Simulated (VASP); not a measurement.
NbTe:

```xyz
2
Lattice="3.7030 0.0000 0.0000 -1.8515 3.2069 0.0000 0.0000 0.0000 3.6942" Properties=species:S:1:pos:R:3 pbc="T T T"
Te    1.8515    1.0690    0.0000
Nb    0.0000    0.0000    1.8471
```

The cell comes from a database or a generator and needn't be the stable form of this composition.

```yaml
Program: VASP 6.6.1
Task: single point
Functional: PBE
Potentials_or_basis: VASP PAW PBE potentials, release 64 (Te, Nb_sv)
Cutoff: 520 eV
k_mesh: 8 × 8 × 7
Occupations: fermi-dirac, width 0.05 eV
Spin: no spin polarisation
```

On this cell: pressure -0.8 GPa; largest force under 0.003 eV/Å; band gap on the k mesh none (metal or under the smearing width).

The same run follows on a disturbed copy (atoms moved at random, drawn with an rms of 0.05 Å):

```
Te Nb
1.0
     3.70297    0.00000    0.00000
    -1.85149    3.20687    0.00000
     0.00000    0.00000    3.69421
Te Nb
1 1
Direct
  0.66536 0.32952 0.99436
  0.00067 0.99729 0.50685
```

Q: What does the disturbed cell give?

A: The energy (extrapolated to zero smearing) moves by +5.2 meV/atom; pressure -0.7 GPa; largest force 0.446 eV/Å; band gap on the k mesh none (metal or under the smearing width).

Forces in eV/Å, atoms in the order of the input:
```
Te   0.050  0.034  0.441
Nb  -0.050 -0.034 -0.441
```

Stress tensor (GPa, compression positive):
```
-0.81  0.12  0.03
 0.12 -0.97  0.02
 0.03  0.02 -0.32
```
